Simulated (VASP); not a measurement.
Computed with PBE GGA, VASP's PBE PAW potentials (set 64) (plane waves; VASP).

VASP input:

**INCAR**
```
SYSTEM = Ga35GeN35
PREC = Normal
ENCUT = 400
EDIFF = 1E-5
NELM = 100
ALGO = Fast
LREAL = Auto
LASPH = .TRUE.
ISMEAR = 0
SIGMA = 0.05
GGA = PE
LMAXMIX = 4
LWAVE = .TRUE.
LCHARG = .FALSE.
NELMIN = 4
ISYM = 0
NELECT = 285.0
ISPIN = 2
NUPDOWN = 1
MAGMOM = 71*0.0141
LORBIT = 10
IBRION = 2
ISIF = 2
NSW = 70
EDIFFG = -0.03
```

**POSCAR**
```
Ga35GeN35
1
    4.8683178927    -8.4321738171     0.0000000000
    4.8683178927     8.4321738171     0.0000000000
    0.0000000000     0.0000000000    10.5562839806
Ga N Ge
35 35 1
Direct
  0.2222220000   0.1111110000   0.2500000000
  0.1111110000   0.2222220000   0.0000000000
  0.2222220000   0.1111110000   0.7500000000
  0.1127000000   0.2248900000   0.4956640000
  0.2187080000   0.4469560000   0.2467480000
  0.1111110000   0.5555560000   0.0000000000
  0.2222220000   0.4444440000   0.7500000000
  0.1112340000   0.5590860000   0.5018810000
  0.2222220000   0.7777780000   0.2500000000
  0.1111110000   0.8888890000   0.0000000000
  0.2222220000   0.7777780000   0.7500000000
  0.1111110000   0.8888890000   0.5000000000
  0.5555560000   0.1111110000   0.2500000000
  0.4444440000   0.2222220000   0.0000000000
  0.5555560000   0.1111110000   0.7500000000
  0.4444440000   0.2222220000   0.5000000000
  0.5555560000   0.4444440000   0.2500000000
  0.4444440000   0.5555560000   0.0000000000
  0.5555560000   0.4444440000   0.7500000000
  0.5555560000   0.7777780000   0.2500000000
  0.4444440000   0.8888890000   0.0000000000
  0.5555560000   0.7777780000   0.7500000000
  0.4444440000   0.8888890000   0.5000000000
  0.8888890000   0.1111110000   0.2500000000
  0.7777780000   0.2222220000   0.0000000000
  0.8888890000   0.1111110000   0.7500000000
  0.7777780000   0.2222220000   0.5000000000
  0.8888890000   0.4444440000   0.2500000000
  0.7777780000   0.5555560000   0.0000000000
  0.8888890000   0.4444440000   0.7500000000
  0.7777780000   0.5555560000   0.5000000000
  0.8888890000   0.7777780000   0.2500000000
  0.7777780000   0.8888890000   0.0000000000
  0.8888890000   0.7777780000   0.7500000000
  0.7777780000   0.8888890000   0.5000000000
  0.2154690000   0.1095280000   0.4395510000
  0.1145830000   0.2207690000   0.1870090000
  0.2222220000   0.1111110000   0.9385000000
  0.1044290000   0.2203970000   0.6881240000
  0.1060430000   0.5509090000   0.1852870000
  0.2222220000   0.4444440000   0.9385000000
  0.1092280000   0.5532280000   0.6931700000
  0.2255020000   0.7805400000   0.4337500000
  0.1111110000   0.8888890000   0.1885000000
  0.2222220000   0.7777780000   0.9385000000
  0.1111110000   0.8888890000   0.6885000000
  0.5555560000   0.1111110000   0.4385000000
  0.4444440000   0.2222220000   0.1885000000
  0.5555560000   0.1111110000   0.9385000000
  0.4444440000   0.2222220000   0.6885000000
  0.5584480000   0.4448090000   0.4374250000
  0.4422830000   0.5499290000   0.1909570000
  0.5555560000   0.4444440000   0.9385000000
  0.4474310000   0.5547470000   0.6873570000
  0.5600820000   0.7825000000   0.4408240000
  0.4444440000   0.8888890000   0.1885000000
  0.5555560000   0.7777780000   0.9385000000
  0.4444440000   0.8888890000   0.6885000000
  0.8888890000   0.1111110000   0.4385000000
  0.7777780000   0.2222220000   0.1885000000
  0.8888890000   0.1111110000   0.9385000000
  0.7777780000   0.2222220000   0.6885000000
  0.8888890000   0.4444440000   0.4385000000
  0.7777780000   0.5555560000   0.1885000000
  0.8888890000   0.4444440000   0.9385000000
  0.7777780000   0.5555560000   0.6885000000
  0.8888890000   0.7777780000   0.4385000000
  0.7777780000   0.8888890000   0.1885000000
  0.8888890000   0.7777780000   0.9385000000
  0.7777780000   0.8888890000   0.6885000000
  0.4424500000   0.5490700000   0.4991010000
```

**KPOINTS**
```
Automatic mesh
0
Gamma
  1 1 1
0 0 0
```

POTCAR, in this order: Ga N Ge (PBE.64 set). Program: vasp_gam.

Output of the run:

**OSZICAR**
```
...
RMM:   3    -0.418139042238E+03   -0.27972E-04   -0.40587E-04   800   0.400E-02    0.211E-02
RMM:   4    -0.418139034724E+03    0.75138E-05   -0.48690E-05   581   0.160E-02
  10 F= -.41813903E+03 E0= -.41813903E+03  d E =-.166766E-01  mag=     1.0000
       N       E                     dE             d eps       ncg     rms          rms(c)
DAV:   1    -0.418141604705E+03   -0.25625E-02   -0.24822E+00   728   0.404E+00    0.284E-01
RMM:   2    -0.418145137916E+03   -0.35332E-02   -0.43268E-02   721   0.453E-01    0.119E-01
RMM:   3    -0.418145598046E+03   -0.46013E-03   -0.72536E-03   785   0.171E-01    0.880E-02
RMM:   4    -0.418145454438E+03    0.14361E-03   -0.97543E-04   731   0.700E-02    0.384E-02
RMM:   5    -0.418145462031E+03   -0.75924E-05   -0.30192E-04   760   0.365E-02    0.169E-02
RMM:   6    -0.418145464284E+03   -0.22538E-05   -0.62979E-05   608   0.156E-02
  11 F= -.41814546E+03 E0= -.41814546E+03  d E =-.642956E-02  mag=     1.0000
       N       E                     dE             d eps       ncg     rms          rms(c)
DAV:   1    -0.418145470349E+03   -0.83184E-05   -0.13262E-02   832   0.296E-01    0.220E-02
RMM:   2    -0.418145491961E+03   -0.21612E-04   -0.25170E-04   721   0.347E-02    0.985E-03
RMM:   3    -0.418145494844E+03   -0.28830E-05   -0.42266E-05   537   0.135E-02    0.700E-03
RMM:   4    -0.418145494410E+03    0.43351E-06   -0.72363E-06   435   0.596E-03
  12 F= -.41814549E+03 E0= -.41814549E+03  d E =-.645969E-02  mag=     1.0000
       N       E                     dE             d eps       ncg     rms          rms(c)
DAV:   1    -0.418147457410E+03   -0.19626E-02   -0.14503E+00   728   0.308E+00    0.200E-01
RMM:   2    -0.418149393624E+03   -0.19362E-02   -0.23809E-02   720   0.337E-01    0.840E-02
RMM:   3    -0.418149681681E+03   -0.28806E-03   -0.41957E-03   797   0.129E-01    0.646E-02
RMM:   4    -0.418149596118E+03    0.85562E-04   -0.49996E-04   728   0.511E-02    0.269E-02
RMM:   5    -0.418149597841E+03   -0.17226E-05   -0.15505E-04   742   0.267E-02    0.117E-02
RMM:   6    -0.418149599353E+03   -0.15126E-05   -0.29368E-05   483   0.112E-02
  13 F= -.41814960E+03 E0= -.41814960E+03  d E =-.410494E-02  mag=     1.0000
       N       E                     dE             d eps       ncg     rms          rms(c)
DAV:   1    -0.418149675605E+03   -0.77764E-04   -0.54468E-02   832   0.597E-01    0.395E-02
RMM:   2    -0.418149752381E+03   -0.76777E-04   -0.92613E-04   721   0.666E-02    0.171E-02
RMM:   3    -0.418149764383E+03   -0.12002E-04   -0.16763E-04   701   0.257E-02    0.132E-02
RMM:   4    -0.418149761315E+03    0.30684E-05   -0.19905E-05   450   0.103E-02
  14 F= -.41814976E+03 E0= -.41814976E+03  d E =-.426690E-02  mag=     1.0000
       N       E                     dE             d eps       ncg     rms          rms(c)
DAV:   1    -0.418150578077E+03   -0.81369E-03   -0.80833E-01   728   0.230E+00    0.164E-01
RMM:   2    -0.418151748595E+03   -0.11705E-02   -0.14293E-02   720   0.263E-01    0.697E-02
RMM:   3    -0.418151907792E+03   -0.15920E-03   -0.25183E-03   802   0.993E-02    0.520E-02
RMM:   4    -0.418151849980E+03    0.57812E-04   -0.33019E-04   724   0.415E-02    0.189E-02
RMM:   5    -0.418151852105E+03   -0.21255E-05   -0.89846E-05   738   0.202E-02
  15 F= -.41815185E+03 E0= -.41815185E+03  d E =-.209079E-02  mag=     1.0000
       N       E                     dE             d eps       ncg     rms          rms(c)
DAV:   1    -0.418151852228E+03   -0.22477E-05   -0.19541E-04   752   0.363E-02    0.716E-03
RMM:   2    -0.418151853436E+03   -0.12082E-05   -0.14379E-05   431   0.893E-03    0.397E-03
RMM:   3    -0.418151853606E+03   -0.16979E-06   -0.21053E-06   424   0.347E-03    0.272E-03
RMM:   4    -0.418151853601E+03    0.49313E-08   -0.36951E-07   251   0.176E-03
  16 F= -.41815185E+03 E0= -.41815185E+03  d E =-.209229E-02  mag=     1.0000
       N       E                     dE             d eps       ncg     rms          rms(c)
DAV:   1    -0.418152337555E+03   -0.48395E-03   -0.48889E-01   736   0.178E+00    0.120E-01
RMM:   2    -0.418152993392E+03   -0.65584E-03   -0.80810E-03   720   0.197E-01    0.506E-02
RMM:   3    -0.418153094229E+03   -0.10084E-03   -0.14810E-03   803   0.756E-02    0.391E-02
RMM:   4    -0.418153062990E+03    0.31239E-04   -0.17727E-04   725   0.307E-02    0.149E-02
RMM:   5    -0.418153062946E+03    0.43739E-07   -0.52403E-05   591   0.157E-02
  17 F= -.41815306E+03 E0= -.41815306E+03  d E =-.120935E-02  mag=     1.0000
       N       E                     dE             d eps       ncg     rms          rms(c)
DAV:   1    -0.418153067993E+03   -0.50035E-05   -0.86189E-03   864   0.235E-01    0.179E-02
RMM:   2    -0.418153081780E+03   -0.13786E-04   -0.16651E-04   722   0.285E-02    0.786E-03
RMM:   3    -0.418153083961E+03   -0.21811E-05   -0.29004E-05   501   0.112E-02    0.595E-03
RMM:   4    -0.418153083637E+03    0.32419E-06   -0.50591E-06   424   0.490E-03
  18 F= -.41815308E+03 E0= -.41815308E+03  d E =-.123004E-02  mag=     1.0000
       N       E                     dE             d eps       ncg     rms          rms(c)
DAV:   1    -0.418153260448E+03   -0.17649E-03   -0.27746E-01   736   0.134E+00    0.929E-02
RMM:   2    -0.418153642405E+03   -0.38196E-03   -0.46384E-03   720   0.150E-01    0.400E-02
RMM:   3    -0.418153699778E+03   -0.57373E-04   -0.83501E-04   792   0.573E-02    0.287E-02
RMM:   4    -0.418153684088E+03    0.15690E-04   -0.10386E-04   714   0.232E-02    0.103E-02
RMM:   5    -0.418153684736E+03   -0.64763E-06   -0.28390E-05   480   0.116E-02
  19 F= -.41815368E+03 E0= -.41815368E+03  d E =-.601099E-03  mag=     1.0000
       N       E                     dE             d eps       ncg     rms          rms(c)
DAV:   1    -0.418153685330E+03   -0.12415E-05   -0.30889E-04   760   0.450E-02    0.356E-03
RMM:   2    -0.418153685627E+03   -0.29719E-06   -0.46043E-06   413   0.478E-03    0.181E-03
RMM:   3    -0.418153685615E+03    0.12322E-07   -0.38881E-07   227   0.171E-03    0.108E-03
RMM:   4    -0.418153685583E+03    0.32320E-07   -0.49655E-08   117   0.131E-03
  20 F= -.41815369E+03 E0= -.41815369E+03  d E =-.601946E-03  mag=     1.0000
       N       E                     dE             d eps       ncg     rms          rms(c)
DAV:   1    -0.418153693326E+03   -0.77115E-05   -0.19482E-01   736   0.113E+00    0.801E-02
RMM:   2    -0.418153972469E+03   -0.27914E-03   -0.33696E-03   720   0.128E-01    0.343E-02
RMM:   3    -0.418154010781E+03   -0.38312E-04   -0.58374E-04   793   0.484E-02    0.248E-02
RMM:   4    -0.418153998289E+03    0.12492E-04   -0.76439E-05   711   0.201E-02    0.851E-03
RMM:   5    -0.418153998585E+03   -0.29665E-06   -0.19027E-05   449   0.972E-03
  21 F= -.41815400E+03 E0= -.41815400E+03  d E =-.313003E-03  mag=     1.0000
       N       E                     dE             d eps       ncg     rms          rms(c)
DAV:   1    -0.418154007962E+03   -0.96737E-05   -0.68495E-03   768   0.211E-01    0.145E-02
RMM:   2    -0.418154016717E+03   -0.87543E-05   -0.10912E-04   701   0.230E-02    0.610E-03
RMM:   3    -0.418154017538E+03   -0.82171E-06   -0.15634E-05   447   0.849E-03    0.409E-03
RMM:   4    -0.418154017278E+03    0.26032E-06   -0.25657E-06   405   0.350E-03
  22 F= -.41815402E+03 E0= -.41815402E+03  d E =-.331696E-03  mag=     1.0000
       N       E                     dE             d eps       ncg     rms          rms(c)
DAV:   1    -0.418153890389E+03    0.12715E-03   -0.17227E-01   736   0.106E+00    0.748E-02
RMM:   2    -0.418154142689E+03   -0.25230E-03   -0.30033E-03   720   0.120E-01    0.316E-02
RMM:   3    -0.418154177438E+03   -0.34749E-04   -0.51560E-04   790   0.453E-02    0.230E-02
RMM:   4    -0.418154166468E+03    0.10970E-04   -0.66243E-05   687   0.187E-02    0.775E-03
RMM:   5    -0.418154166752E+03   -0.28440E-06   -0.15941E-05   445   0.899E-03
  23 F= -.41815417E+03 E0= -.41815417E+03  d E =-.149474E-03  mag=     1.0000
```

### OUTCAR
```
------------------------ aborting loop because EDIFF is reached ----------------------------------------
  FORCE on cell =-STRESS in cart. coord.  units (eV):
  Direction    XX          YY          ZZ          XY          YZ          ZX
  --------------------------------------------------------------------------------------
  Total        9.5680308      7.9559850      5.2414495     -1.8113092     -2.0202056      3.5851691
  in kB       17.6877913     14.7077080      9.6895242     -3.3484485     -3.7346216      6.6276671
  external PRESSURE =      14.0283411 kB  Pullay stress =       0.0000000 kB
  volume of cell :      866.68
      direct lattice vectors                 reciprocal lattice vectors
     4.868317893 -8.432173817  0.000000000     0.102704879 -0.059296690  0.000000000
     4.868317893  8.432173817  0.000000000     0.102704879  0.059296690  0.000000000
     0.000000000  0.000000000 10.556283981     0.000000000  0.000000000  0.094730305
  FREE ENERGIE OF THE ION-ELECTRON SYSTEM (eV)
  ---------------------------------------------------
  free  energy   TOTEN  =      -418.1541667525 eV

  energy  without entropy=     -418.1541666958  energy(sigma->0) =     -418.15416672

 total charge

# of ion       s       p       d       tot
------------------------------------------
    1        1.004   1.351   0.361   2.715
    2        1.003   1.352   0.361   2.716
    3        1.002   1.333   0.352   2.687
    4        1.026   1.205   0.280   2.510
    5        1.035   1.205   0.272   2.513
    6        1.003   1.351   0.361   2.715
    7        1.008   1.322   0.348   2.678
    8        1.026   1.206   0.280   2.512
    9        1.004   1.350   0.360   2.715
   10        1.001   1.341   0.356   2.698
   11        1.002   1.333   0.352   2.687
   12        1.003   1.324   0.344   2.671
   13        1.003   1.346   0.358   2.706
   14        1.001   1.340   0.355   2.696
   15        1.002   1.345   0.357   2.704
   16        1.002   1.328   0.349   2.679
   17        1.002   1.331   0.351   2.684
   18        0.998   1.328   0.351   2.678
   19        1.002   1.349   0.358   2.709
   20        1.002   1.330   0.350   2.682
   21        1.001   1.341   0.355   2.697
   22        1.002   1.350   0.358   2.710
   23        1.002   1.328   0.349   2.679
   24        1.004   1.347   0.359   2.709
   25        1.001   1.342   0.356   2.699
   26        1.001   1.341   0.355   2.697
   27        1.004   1.346   0.358   2.708
   28        1.004   1.346   0.358   2.709
   29        1.001   1.341   0.356   2.698
   30        1.001   1.339   0.354   2.695
   31        1.003   1.338   0.351   2.693
   32        1.004   1.342   0.356   2.702
   33        1.001   1.341   0.355   2.697
   34        1.003   1.346   0.358   2.707
   35        1.003   1.339   0.351   2.693
   36        1.253   2.418   0.000   3.671
   37        1.254   2.436   0.000   3.689
   38        1.249   2.439   0.000   3.688
   39        1.248   2.429   0.000   3.676
   40        1.254   2.435   0.000   3.689
   41        1.250   2.441   0.000   3.691
   42        1.248   2.429   0.000   3.677
   43        1.253   2.418   0.000   3.671
   44        1.249   2.442   0.000   3.691
   45        1.249   2.439   0.000   3.688
   46        1.249   2.439   0.000   3.689
   47        1.249   2.439   0.000   3.688
   48        1.249   2.441   0.000   3.690
   49        1.248   2.442   0.000   3.690
   50        1.249   2.442   0.000   3.691
   51        1.255   2.414   0.000   3.669
   52        1.249   2.427   0.000   3.676
   53        1.247   2.443   0.000   3.690
   54        1.256   2.436   0.000   3.692
   55        1.255   2.414   0.000   3.669
   56        1.249   2.441   0.000   3.690
   57        1.247   2.443   0.000   3.689
   58        1.249   2.442   0.000   3.691
   59        1.252   2.425   0.000   3.677
   60        1.249   2.443   0.000   3.692
   61        1.248   2.440   0.000   3.688
   62        1.249   2.443   0.000   3.692
   63        1.252   2.424   0.000   3.677
   64        1.248   2.441   0.000   3.689
   65        1.248   2.440   0.000   3.688
   66        1.248   2.444   0.000   3.693
   67        1.248   2.444   0.000   3.693
   68        1.248   2.441   0.000   3.690
   69        1.248   2.444   0.000   3.691
   70        1.248   2.445   0.000   3.693
   71        1.134   1.101   0.155   2.390
--------------------------------------------------
tot         80.044 132.860  12.346 225.250

 magnetization (x)

# of ion       s       p       d       tot
------------------------------------------
    1       -0.000   0.000   0.000   0.000
    2        0.000   0.005   0.002   0.007
    3       -0.000  -0.000   0.000  -0.000
    4        0.003   0.018   0.008   0.028
    5        0.041   0.082   0.007   0.129
    6        0.000   0.005   0.002   0.007
    7        0.001  -0.001   0.000  -0.001
    8        0.002   0.016   0.007   0.026
    9       -0.000   0.000   0.000   0.000
   10        0.001  -0.000   0.000   0.001
...
```
(Selected blocks of OUTCAR.)

**CONTCAR**
```
Ga35GeN35
   1.00000000000000
     4.8683178927000004   -8.4321738171000007    0.0000000000000000
     4.8683178927000004    8.4321738171000007    0.0000000000000000
     0.0000000000000000    0.0000000000000000   10.5562839805999999
  Ga              N               Ge
    35    35     1
Direct
     0.2216919399304953    0.1105844788007894    0.2477551069999350
     0.1104877557048825    0.2216148833832315    0.9986474274368010
     0.2244841759410548    0.1127610657643895    0.7487997023123713
     0.1082338169121827    0.2201938104690916    0.4969134368496886
     0.2102524790628597    0.4380013292783525    0.2506056840277012
     0.1106188400892693    0.5553111855950428    0.9990176854840683
     0.2263566671869076    0.4464687043333761    0.7504402550706393
     0.1079601678303866    0.5551427930338853    0.4975686211027894
     0.2216872104083994    0.7776026729700010    0.2479129135088234
     0.1117265913364556    0.8891533413421709    0.9992004087413807
     0.2245629692919096    0.7785776582059228    0.7491950666770253
     0.1121166026453062    0.8894933839374184    0.5000882711057875
     0.5542920785867200    0.1102892835000286    0.2488360057580621
     0.4441827597155901    0.2220825049756081    0.9998603687489006
     0.5566538906154885    0.1116757173078460    0.7506860851544885
     0.4455084538247828    0.2229032683176090    0.5011545629815765
     0.5526653981782865    0.4441923281180900    0.2502701275809120
     0.4421196716180066    0.5542724196810171    0.0024853132322826
     0.5604636669816604    0.4448922603534696    0.7527492191894030
     0.5527401587533237    0.7748278246155491    0.2502593422897862
     0.4442424696640202    0.8886331171771983    0.9999794955276877
     0.5604496765445329    0.7822485628879616    0.7527046546551084
     0.4453869412821845    0.8892346594825546    0.5012373960514916
     0.8851216247294882    0.1082189087291663    0.2481386981713758
     0.7777725851278118    0.2221607022062455    0.9993483564038711
     0.8910722015333509    0.1135269876914324    0.7491931477252450
     0.7755143439734231    0.2210279537771439    0.5001574128053147
     0.8853015044339004    0.4433575079586221    0.2481651897810042
     0.7778945902790564    0.5558032491673379    0.9999559180742233
     0.8910511863659588    0.4442501800826114    0.7493954953340876
     0.7806523233287596    0.5594194619828874    0.5025005981043410
     0.8883294159104317    0.7773578629086710    0.2490233529487028
     0.7778470920842143    0.8887095618064078    0.9998427624120102
     0.8921714972285945    0.7795115600999927    0.7511127794615513
     0.7807321303615774    0.8879261284828053    0.5024917778941604
     0.2234475182453840    0.1140862635700489    0.4369388753314661
     0.1070605087423349    0.2178213457745724    0.1868830998694653
     0.2221048390856645    0.1116057053893353    0.9369013221353233
     0.1142618970448925    0.2259572040183659    0.6841587933290924
     0.1072401348158249    0.5553920895861383    0.1871795507608817
     0.2219346702514072    0.4441797455003349    0.9378194014905801
     0.1143655651860582    0.5551583362840197    0.6845418239063032
     0.2234974123741733    0.7761687367657804    0.4369804893913797
     0.1107611975780431    0.8885240526952375    0.1876582473958201
     0.2220697488638999    0.7769775228506234    0.9372187641543915
     0.1138084038391971    0.8902130936304373    0.6874517885188618
     0.5541784161559969    0.1103940054316510    0.4375778004398933
     0.4438787644990977    0.2225190541529000    0.1886847902826196
     0.5552303671951737    0.1108471011083395    0.9385425359987321
     0.4467418595111205    0.2240430927730457    0.6884729058209770
     0.5558484007969253    0.4492820047150345    0.4414307827032489
     0.4355115467236329    0.5508871817352460    0.1931936731693246
     0.5550584955282997    0.4451690954283746    0.9403178979297887
     0.4534474164357176    0.5600670680471307    0.6904073281941985
     0.5558482850029117    0.7732178760157038    0.4415605756062866
     0.4438564811446097    0.8876771377781471    0.1888032510325624
     0.5549380141588853    0.7763468054332500    0.9403346407838860
     0.4467375863284858    0.8893747290765803    0.6885810235232683
     0.8863410069064099    0.1097575395832265    0.4373447548632763
     0.7763760659034530    0.2213817263243600    0.1876082652632015
     0.8890287524474347    0.1110405700659793    0.9371479866867130
     0.7784947424776509    0.2225787291414406    0.6876679430241116
     0.8863838647477373    0.4431881048861334    0.4374021799600938
     0.7741928727979034    0.5548265298135713    0.1887041447527171
     0.8890893325911786    0.4446178794209912    0.9373678798038240
     0.7815497092059988    0.5571550317750589    0.6894044282121881
     0.8913506299982497    0.7790000293267322    0.4375957669902090
     0.7741810862551467    0.8857331255152056    0.1886580350355649
     0.8893931218458292    0.7779756275765547    0.9387720407334188
     0.7814336361108923    0.8910750198077082    0.6894083973142328
     0.4366047717431065    0.5516905205787916    0.5049341759894448
```

At this cut-off the stress carries a Pulay error, which pulls relaxed volumes low. The cell is charged, with a uniform compensating background. The supercell is sampled at Γ alone, which is coarse: total energies, pressure and levels can be off, energies of defects by several tenths of an eV.

The cell is a supercell with a defect, built from GaN (wurtzite): Ge_Ga-vac_N, charge -1.
